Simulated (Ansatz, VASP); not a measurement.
# Cross-check of Co between VASP and Ansatz

Aim: how closely do two programs agree when they are given the same cell, functional and k mesh?

Main program and level: Ansatz 0.2.0; plane waves, with VASP 6.6.1 beside it; single point at PBEsol.

## 1. Set-up

Symmetry: P6_3/mmc, No. 194, hexagonal system. Conventional cell: a = 2.454 Å, b = 2.454 Å, c = 3.961 Å, α = 90.00°, β = 90.00°, γ = 120.00°. Co has 12 Co at 2.44 to 2.45 Å nearest.

## 2. Ansatz: single point, PBEsol

Ansatz runs on its default PAW (the set named soft_2) files.

With cell and atoms fixed, the geometry can't cause a difference; cores, projectors, grids and the points listed under the comparison can.

input.yaml reads:

```yaml
crystal:
  lattice:
    - [2.4542057504, 0.0, 0.0]
    - [-1.2271028752, 2.1254045259, 0.0]
    - [0.0, 0.0, 3.9612984652]
  atoms:
    - { symbol: Co, position: [0.0, 0.0, 0.0], spin: 1.5 }
    - { symbol: Co, position: [0.3333333333, 0.6666666667, 0.5], spin: 1.5 }
hamiltonian:
  xc: pbesol
  pseudopotentials: { kind: paw }
magnetization:
  spin_polarized: true
kpoints:
  mp_grid: { grid: [36, 36, 20] }
scf:
  occupations: { method: fermi_dirac, width: 0.075 }
  n_extra_bands: 7
output:
  forces: true
  stress: true
  eigenvalues: true
```

Command:

```
> ansatz run input.yaml --threads 2 --pin off --max-ram 4608MiB --backend cpu --events-out ev --progress --plain --runs-dir out
```

Numbers of over 12 decimals in the logs are rounded to 6 here.

What it wrote:

```text
scf.n_extra_bands = 7 over 17 filled bands (N_el = 34.0): the run solves 24 bands
Engine: ansatz 0.2.0, aarch64-unknown-linux-gnu
Pseudopotentials: kind: paw
Pseudopotential: Co, paw, valence charge 17, recommended cutoff 420 eV (normal), Co.paw.azcp
Functional definition: PBEsol
  exchange = pbesol_x
  correlation = pbesol_c
Crystal: 2 atoms, lattice volume = 20.663 Å³
Basis set: ecut = 420 eV, 391 PW (Γ), exchange–correlation on 36×36×54 points (8 copies of the dense FFT grid, shifted against one another)
Bands: 24, of which v1, the nominal top of the filled ones, is band 17 counted from 1 (16 counted from 0)
Symmetry: 24 space group operations
Space group: P63/mmc (ITA 194), of the structure as read, at distance tolerance 2.7e-5 Å
Magnetic group: BNS 194.263 (UNI 1493), of the structure as read, at distance tolerance 2.7e-5 Å
k-points: 1397 of 25920
Non-local potential: Co, projectors of the file, l = 0: 3, l = 1: 2, l = 2: 3, l = 3: 1
PAW form: soft (Blöchl's): semilocal exchange-correlation on the pseudo side does not see the compensation charge
PAW frozen core: Co, regenerated for the run's functional, and the local potential with it (the file was generated under x = pbe(κ = 0.804, μ = 0.219515), c = pbe(β = 0.066725))
PAW one-centre angular grid: Co, 590 points (default); XC on 64 Gauss nodes
Initial density: superposition of atomic densities (chi_scale 0.1, normalization cell)
Starting moments: Σ|m| = 3 μB on 2 of 2 sites
Initial wavefunctions: pseudopotential atomic-orbital guess
Functional: x = pbesol(κ = 0.804, μ = 0.123457), c = pbesol(β = 0.046)
SCF iter   1: F=—  HF=-10185.748993 eV  |F-HF|=—  |Δ(HF+E_count)|=         —  Δρ=1.37e-1 (↑4.16e-2 ↓1.37e-1)  dr2=3.72e0  dr2_m=4.37e-1  M=3.090 μB ∫|m|=3.205 μB  β_m=0.30  ethr=3.10e-3  ⟨swp⟩=5.3  Hψ=250250  notcnv=0
Mixer restart at iter 1: flushing history
preconditioner: auto → none  [metal: Δε(μ)=0.001 eV  Ē_g=10.787 eV  σ=0.075 eV  W_gap=0.00  n_scr=8 (ndim 8)  ℏωp=34.7 eV  f_vac=0.000  D(μ)=2.35/eV (n_scr^D=34)  sad-step TF]
SCF iter   2: F=—  HF=-10184.517511 eV  |F-HF|=—  |Δ(HF+E_count)|=    1.23e0  Δρ=7.27e-2 (↑3.99e-2 ↓7.27e-2)  dr2=2.34e-1  dr2_m=5.81e-1  M=3.284 μB ∫|m|=3.446 μB  β_m=0.39  ethr=3.10e-3  ⟨swp⟩=2.6  Hψ=142109  notcnv=0  defer=2118
SCF iter   3: F=—  HF=-10185.199841 eV  |F-HF|=—  |Δ(HF+E_count)|=   6.82e-1  Δρ=3.65e-2 (↑3.65e-2 ↓2.38e-2)  dr2=1.41e-2  dr2_m=1.69e-1  M=3.252 μB ∫|m|=3.457 μB  β_m=0.59  ethr=6.87e-4  ⟨swp⟩=2.2  Hψ=92734  notcnv=0  defer=2130
SCF iter   4: F=—  HF=-10185.852924 eV  |F-HF|=—  |Δ(HF+E_count)|=   6.53e-1  Δρ=2.55e-2 (↑2.55e-2 ↓4.99e-3)  dr2=1.05e-1  dr2_m=2.01e-2  M=3.187 μB ∫|m|=3.430 μB  β_m=0.79  ethr=4.14e-5  ⟨swp⟩=2.0  Hψ=132417  notcnv=0  defer=2133
SCF iter   5: F=—  HF=-10186.000337 eV  |F-HF|=—  |Δ(HF+E_count)|=   1.47e-1  Δρ=6.05e-3 (↑3.17e-3 ↓6.05e-3)  dr2=8.47e-4  dr2_m=3.99e-3  M=3.137 μB ∫|m|=3.402 μB  β_m=0.90  ethr=4.14e-5  ⟨swp⟩=2.1  Hψ=134600  notcnv=0  defer=2158
SCF iter   6: F=—  HF=-10186.001073 eV  |F-HF|=—  |Δ(HF+E_count)|=   7.36e-4  Δρ=2.35e-3 (↑2.35e-3 ↓1.96e-3)  dr2=2.27e-3  dr2_m=7.49e-6  M=3.133 μB ∫|m|=3.408 μB  β_m=0.83  ethr=2.49e-6  ⟨swp⟩=2.7  Hψ=124304  notcnv=0  defer=2156
SCF iter   7: F=—  HF=-10186.000839 eV  |F-HF|=—  |Δ(HF+E_count)|=   2.35e-4  Δρ=2.11e-4 (↑2.11e-4 ↓1.37e-4)  dr2=1.27e-5  dr2_m=3.88e-7  M=3.135 μB ∫|m|=3.409 μB  β_m=0.91  ethr=2.49e-6  ⟨swp⟩=2.1  Hψ=93829  notcnv=0  defer=2156
SCF iter   8: F=—  HF=-10186.000838 eV  |F-HF|=—  |Δ(HF+E_count)|=   8.71e-7  Δρ=6.72e-5 (↑3.41e-5 ↓6.72e-5)  dr2=9.19e-7  dr2_m=7.57e-8  M=3.135 μB ∫|m|=3.409 μB  β_m=0.94  ethr=3.72e-8  ⟨swp⟩=2.1  Hψ=113039  notcnv=0  defer=2156
SCF iter   9: F=—  HF=-10186.000838 eV  |F-HF|=—  |Δ(HF+E_count)|=   7.67e-9  Δρ=1.43e-5 (↑1.43e-5 ↓9.49e-6)  dr2=6.59e-8  dr2_m=1.20e-9  M=3.135 μB ∫|m|=3.409 μB  β_m=0.97  ethr=2.70e-9  ⟨swp⟩=2.6  Hψ=93109  notcnv=0  defer=2156
SCF iter  10: F=-10186.000838 eV  HF=-10186.000838 eV  |F-HF|=1.41e-9  |Δ(HF+E_count)|=   3.86e-9  Δρ=2.13e-6 (↑1.81e-6 ↓2.13e-6)  dr2=1.28e-9  dr2_m=1.21e-11  M=3.135 μB ∫|m|=3.409 μB  ethr=1.94e-10  ⟨swp⟩=4.9  Hψ=232641  notcnv=0
SCF 1 converged in 10 iterations: F = -10186.000838 eV  dr2 = 1.28e-9
  greatest PAW one-centre occupation: 1.001 electrons in one spin orbital (limit 2), on the Co atom at site 1 (counted from 0), in its partial waves of l = 1
the search or the solves at the SCF's close seem to have found levels that the self-consistency loop had missed (the run counts 1). By its estimate they hold under 1e-12 electrons; where the run keeps them, the occupations were computed again with them
SCF converged after 10 iterations
Magnetization: 3.1352 μB (18.5676 up, 15.4324 down)
Absolute magnetization: 3.4106 μB (∫|ρ↑−ρ↓|, with the PAW one-centre terms)
Spin contamination: 0.0452 ħ² per cell (⟨S²⟩ above its minimum at these occupations)
Per-site moments (μB) at R_I (Å): [(1.631367, 1.004561), (1.631367, 1.004561)]
Free energy (F): -10186.000838 eV
Harris-Foulkes:  -10186.000838 eV  (|F-HF|=1.41e-9)
Internal energy: -10185.969320 eV  (E = F + TS)
E sigma→0 (E₀):  -10185.985079 eV
Entropy (-TS):   -0.031518 eV (-15.759 meV/atom)
Fermi energy:    19.626230 eV
--- Per-component energies (eV) ---
  E_band       = -454.838869
  E_kinetic    = 910.438877
  E_local      = -5523.701150  (includes V_loc(G=0)·N_el)
  E_nonlocal   = 911.022267
  E_hartree    = 2315.941754
  E_xc         = -316.551006
  E_vxc        = -410.427323  (∫ρ·V_xc dr)
  E_paw        = -2965.160076  (= ΣΔE_a)
  E_vpaw       = -974.058531  (= ΣTr[D̂ρ^β])
  E_aug_tail   = 0.000111  (compensation charges beyond the density's cutoff)
  E_ewald      = -5518.336936
  E_core_change = 0.376838  (= ΣΔE_core)
  E_smearing   = -0.031518  (= −TS)
  E_closure    = 0.000000  (closes the sum)
  Σ components = -10186.000838   (vs F -10186.000838, Δ=0.00e0)
--- Forces (eV/Å), atoms counted from 1 ---
  atom   1  Co     0.00000000    -0.00000000     0.00000000
  atom   2  Co    -0.00000000     0.00000000     0.00000000
  max |Σ_I F_I| component: 9.25e-18 eV/Å
--- Stress (GPa, compression-positive) ---
        0.853338       0.000000      -0.000000
        0.000000       0.853338      -0.000000
       -0.000000      -0.000000       1.352910
  P = ⅓ Tr σ = 1.0199 GPa (10.199 kbar)
--- Band table (eV; the first three rows and the last of 2794) ---
  k-point 0 ↑: bands = [... 13 lower, 17.3288, 17.3288, 17.7050, 17.7050, 18.9213, 18.9213, 19.3963, 26.3963, ... 3 higher]
  k-point 1 ↑: bands = [... 13 lower, 17.3208, 17.3208, 17.7239, 17.7239, 18.9202, 18.9202, 19.2877, 26.5548, ... 3 higher]
  k-point 2 ↑: bands = [... 13 lower, 17.2976, 17.2976, 17.7768, 17.7768, 18.9163, 18.9163, 18.9924, 27.0014, ... 3 higher]
  k-point 1396 ↓: bands = [... 13 lower, 17.7422, 19.4100, 19.4100, 20.7843, 20.7843, 26.2160, 26.2160, 27.9732, ... 3 higher]
```

The job ended after 1.8 min (2 threads of Arm Neoverse N1, shared host; peak memory 1.3 GiB; 3.6 min of CPU time).

The column dr2 measures how far the density is from self-consistency, as an energy; F and HF (Harris–Foulkes) agree once it is small.

The run ends at a pressure of 1.02 GPa.

## 3. VASP: single point, PBEsol

The same cell, functional, mesh and smearing now go to VASP, with its own data sets and cutoff.

Lines of VASP's logs that name or quote its potential files are left out, and so is its time.

INCAR reads:

```
SYSTEM = Co
PREC = Accurate
ENCUT = 450
EDIFF = 1E-08
NELM = 100
ISMEAR = -1
SIGMA = 0.075
LREAL = .FALSE.
ALGO = Normal
GGA = PS
NBANDS = 25
ISPIN = 2
MAGMOM = 1.5 1.5
LASPH = .TRUE.
LMAXMIX = 4
LORBIT = 11
LWAVE = .FALSE.
LCHARG = .FALSE.
KPAR = 2
ISIF = 2
```

POSCAR reads:

```
Co
1.0
    2.4542057504      0.0000000000      0.0000000000
   -1.2271028752      2.1254045259      0.0000000000
    0.0000000000      0.0000000000      3.9612984652
Co
2
Direct
    0.0000000000      0.0000000000      0.0000000000
    0.3333333333      0.6666666667      0.5000000000
```

KPOINTS reads:

```
Automatic mesh
0
Gamma
36 36 20
0 0 0
```

The projector-augmented-wave data sets are Co (PBE family, release 64).

Command:

```
> mpirun -np 2 vasp_std
```

What it wrote:

```text
[banner, memory and clock lines left out]
running    2 mpi-ranks, on    1 nodes
 distrk:  each k-point on    1 cores,    2 groups
 distr:  one band on    1 cores,    1 groups

 POSCAR found type information on POSCAR Co
 POSCAR found :  1 types and       2 ions
|                                                                             |
|               ----> ADVICE to this user running VASP <----                  |
|                                                                             |
|     You enforced a specific xc type in the INCAR file but a different       |
|     [... a line on the potential file left out ...]
|     I HOPE YOU KNOW WHAT YOU ARE DOING!                                     |
|                                                                             |

 LDA part: xc-table for (Slater+PW92), standard interpolation
 POSCAR, INCAR and KPOINTS ok, starting setup
 FFT: planning ... GRIDC
 FFT: planning ... GRID_SOFT
 FFT: planning ... GRID
 WAVECAR not read
 entering main loop
       N       E                     dE             d eps       ncg     rms          rms(c)
DAV:   1     0.839252600106E+02    0.83925E+02   -0.60915E+03151564   0.834E+02
DAV:   2    -0.121331919630E+02   -0.96058E+02   -0.85011E+02147180   0.185E+02
DAV:   3    -0.179790319330E+02   -0.58458E+01   -0.55857E+01164457   0.506E+01
DAV:   4    -0.180705349222E+02   -0.91503E-01   -0.91378E-01168936   0.582E+00
DAV:   5    -0.180735993106E+02   -0.30644E-02   -0.30637E-02180953   0.106E+00    0.164E+01
DAV:   6    -0.159043918264E+02    0.21692E+01   -0.49352E+00188645   0.481E+01    0.740E+00
DAV:   7    -0.155199985010E+02    0.38439E+00   -0.88993E-01186560   0.162E+01    0.384E+00
DAV:   8    -0.155052935838E+02    0.14705E-01   -0.37207E-02186351   0.125E+00    0.198E+00
DAV:   9    -0.154884004501E+02    0.16893E-01   -0.21452E-03241376   0.587E-01    0.742E-01
DAV:  10    -0.154889757543E+02   -0.57530E-03   -0.25510E-04207268   0.179E-01    0.537E-01
DAV:  11    -0.154891855759E+02   -0.20982E-03   -0.26002E-04215135   0.274E-01    0.524E-02
DAV:  12    -0.154891818483E+02    0.37276E-05   -0.42784E-05171429   0.421E-02    0.152E-02
DAV:  13    -0.154891789993E+02    0.28490E-05   -0.25657E-06219333   0.140E-02    0.136E-02
DAV:  14    -0.154891799078E+02   -0.90842E-06   -0.38166E-07187201   0.628E-03    0.531E-03
DAV:  15    -0.154891796152E+02    0.29259E-06   -0.48228E-08226006   0.349E-03    0.110E-03
DAV:  16    -0.154891796546E+02   -0.39409E-07   -0.58023E-09123686   0.882E-04    0.199E-04
DAV:  17    -0.154891796274E+02    0.27144E-07   -0.12462E-09107887   0.241E-04    0.111E-04
DAV:  18    -0.154891796320E+02   -0.46009E-08   -0.12849E-10 89256   0.898E-05
   1 F= -.15489180E+02 E0= -.15473192E+02  d E =-.319757E-01  mag=     3.1242
```

OUTCAR, selected parts (step 3):

```text
ion  position               nearest neighbor table
   1  0.000  0.000  0.000-   2 2.44   2 2.44   2 2.44   2 2.44   2 2.44   2 2.44
   2  0.333  0.667  0.500-   1 2.44   1 2.44   1 2.44   1 2.44   1 2.44   1 2.44

  LATTYP: Found a hexagonal cell.
 ALAT       =     2.4542057504
 C/A-ratio  =     1.6140857239

 Subroutine GETGRP returns: Found 24 space group operations
 (whereof 12 operations were pure point group operations)

The static configuration has the point symmetry D_3h.
 The point group associated with its full space group is D_6h.

 Found   1397 irreducible k-points:

   k-points           NKPTS =   1397   k-points in BZ     NKDIM =   1397   number of bands    NBANDS=     25

   dimension x,y,z NGX =    18 NGY =   18 NGZ =   28
   dimension x,y,z NGXF=    36 NGYF=   36 NGZF=   56

   ENCUT  =  450.0 eV  33.07 Ry    5.75 a.u.   4.24  4.24  6.85*2*pi/ulx,y,z

   NELECT =      18.0000    total number of electrons

 k-points in reciprocal lattice and weights: Automatic mesh
   0.00000000  0.00000000  0.00000000       0.000
   0.02777778  0.00000000  0.00000000       0.000
   0.05555556  0.00000000  0.00000000       0.000
   0.08333333 -0.00000000  0.00000000       0.000
   0.11111111  0.00000000  0.00000000       0.000
   0.13888889 -0.00000000  0.00000000       0.000
   0.16666667  0.00000000  0.00000000       0.000
   0.19444444  0.00000000  0.00000000       0.000
   0.22222222  0.00000000  0.00000000       0.000
[...]
0.33333333  0.30555556  0.50000000       0.000
   0.33333333  0.33333333  0.50000000       0.000

 average (electrostatic) potential at core
       1 -77.4983       2 -77.4983

 E-fermi :  10.7703

 spin component 1
 k-point     1 :       0.0000    0.0000    0.0000
  band No.  band energies     occupation
    ...
      8       8.8615      1.00000
      9       8.8615      1.00000
     10      10.0637      0.99992
     11      10.0637      0.99992
     12      10.6381      0.85367
     13      17.5937      0.00000
     14      33.0870      0.00000
     15      36.1172      0.00000
     16      36.1172      0.00000
     17      36.3499      0.00000
    ...

 k-point     2 :       0.0278    0.0000    0.0000
  band No.  band energies     occupation
    ...
      7       8.5020      1.00000
      8       8.8479      1.00000
      9       8.8525      1.00000
     10       9.8360      1.00000
     11      10.0678      0.99991
     12      10.8977      0.15478
     13      17.5978      0.00000
     14      32.9266      0.00000
     15      35.2321      0.00000
     16      35.6145      0.00000
    ...

 k-point     3 :       0.0556    0.0000    0.0000
  band No.  band energies     occupation
    ...
      7       8.5384      1.00000
      8       8.8006      1.00000
      9       8.8260      1.00000
     10       9.4875      1.00000
     11      10.0794      0.99990
     12      11.3484      0.00045
     13      17.6100      0.00000
     14      32.3713      0.00000
     15      34.3421      0.00000
     16      34.7761      0.00000
    ...

 k-point     4 :       0.0833   -0.0000    0.0000
  band No.  band energies     occupation
    ...
      7       8.5981      1.00000
      8       8.6912      1.00000
      9       8.7840      1.00000
     10       9.1883      1.00000
     11      10.0971      0.99987
     12      11.8490      0.00000
     13      17.6315      0.00000
     14      31.3883      0.00000
     15      33.7806      0.00000
     16      33.9087      0.00000
    ...

 k-point     5 :       0.1111    0.0000    0.0000
  band No.  band energies     occupation
    ...
      7       8.4794      1.00000
      8       8.6798      1.00000
      9       8.7293      1.00000
     10       8.9984      1.00000
     11      10.1190      0.99983
     12      12.3805      0.00000
     13      17.6634      0.00000
     14      30.1753      0.00000
     15      33.0554      0.00000
     16      33.4118      0.00000
    ...

 k-point     6 :       0.1389   -0.0000    0.0000
  band No.  band energies     occupation
    ...
      7       8.5629      1.00000
      8       8.6647      1.00000
      9       8.7817      1.00000
     10       8.8903      1.00000
     11      10.1433      0.99977
     12      12.9375      0.00000
     13      17.7074      0.00000
     14      28.8872      0.00000
     15      32.2282      0.00000
     16      33.1062      0.00000
    ...

  Total       -0.0236602     -0.0236602      0.0226245     -0.0000000      0.0000000      0.0000000
  in kB       -1.8345888     -1.8345888      1.7542834     -0.0000000      0.0000000      0.0000000
  external PRESSURE =      -0.6382981 kB  Pullay stress =       0.0000000 kB

  energy-cutoff  :      450.00
  volume of cell :       20.66
      direct lattice vectors                 reciprocal lattice vectors
     2.454205750  0.000000000  0.000000000     0.407463800  0.235249334  0.000000000
    -1.227102875  2.125404526  0.000000000     0.000000000  0.470498669  0.000000000
     0.000000000  0.000000000  3.961298465     0.000000000  0.000000000  0.252442478

 POSITION                                       TOTAL-FORCE (eV/Angst)
 -----------------------------------------------------------------------------------
      0.00000      0.00000      0.00000        -0.000000     -0.000000      0.000000
     -0.00000      1.41694      1.98065         0.000000      0.000000      0.000000
 -----------------------------------------------------------------------------------
    total drift:                               -0.000000      0.000000     -0.000000

  FREE ENERGIE OF THE ION-ELECTRON SYSTEM (eV)
  ---------------------------------------------------
  free  energy   TOTEN  =       -15.4891796320 eV

  energy  without entropy=      -15.4572039228  energy(sigma->0) =      -15.47319178

 total charge
# of ion       s       p       d       tot
------------------------------------------
    1        0.510   0.569   7.293   8.371
    2        0.510   0.569   7.293   8.371
--------------------------------------------------
tot          1.020   1.137  14.586  16.743

 magnetization (x)
# of ion       s       p       d       tot
------------------------------------------
    1       -0.015  -0.052   1.635   1.568
    2       -0.015  -0.052   1.635   1.568
--------------------------------------------------
tot         -0.030  -0.103   3.270   3.137

[... 6 further parts left out ...]
```

The magnetic state follows from one typed start and may not be the lowest.

## 4. Comparison

Known differences besides the potentials themselves: the data sets hold 34 valence electrons in Ansatz (default PAW (the set named soft_2) files) and 18 in VASP; the cutoff is 420 eV in Ansatz and 450 eV in VASP; Ansatz makes its cores anew for this functional, VASP keeps those of its PBE data sets; site moments are counted in spheres of each program's own size. Total energies have different zeros and are not compared.

Compared:

```tsv
quantity	Ansatz	VASP	difference
pressure (GPa)	1.02	-0.06	+1.08
pressure without Ansatz's Pulay correction (GPa)	0.81	-0.06	+0.87
total moment (μB)	3.14	3.12	+0.01
moment on Co1 (μB)	1.63	1.57	+0.06
moment on Co2 (μB)	1.63	1.57	+0.06
```

Ansatz's pressure holds a Pulay correction of 0.21 GPa; VASP's holds none.

## 5. Other set-ups

Further runs change the set-up of one program: Ansatz's method, potentials or start, or VASP's data sets, cutoff or form of LDA. The table gives Ansatz less VASP for each quantity, since a change that brings one quantity closer may part another.

```tsv
run	pressure (GPa)	total moment (μB)	pressure without Ansatz's Pulay correction (GPa)
as above	1.1	0.011	0.87
cores kept as stored	1.1	0.011	0.86
Ansatz's larger PAW set (cutoff 1000 eV)	0.97	0.012
```

## 6. Summary of results

* difference in pressure (single point, PBEsol): 1.1 GPa

**Reading.** The difference in pressure is 1.1 GPa (single point, PBEsol), beyond the 1 GPa picked in this series as the mark of a large difference. For single point, PBEsol, no further run moves any of the tabulated differences by more than a quarter of its size. 2 further runs of this series are not shown here. Such differences can come from data sets, numerical settings and the points named under the comparisons, not from the functional's error against experiment.

[Lines on the potential files, build, host, timing and source positions are cut from VASP's logs without a mark.]

[Logs are printed without paths, hosts, clocks, repeated set-up lines and the standing remarks that a program may print on its own settings, such as how far it seeks lower states.]

[Hosts, paths, dates, database ids (printed as entryN), source tags and the programs' standing remarks are cut or masked in the printed files.]
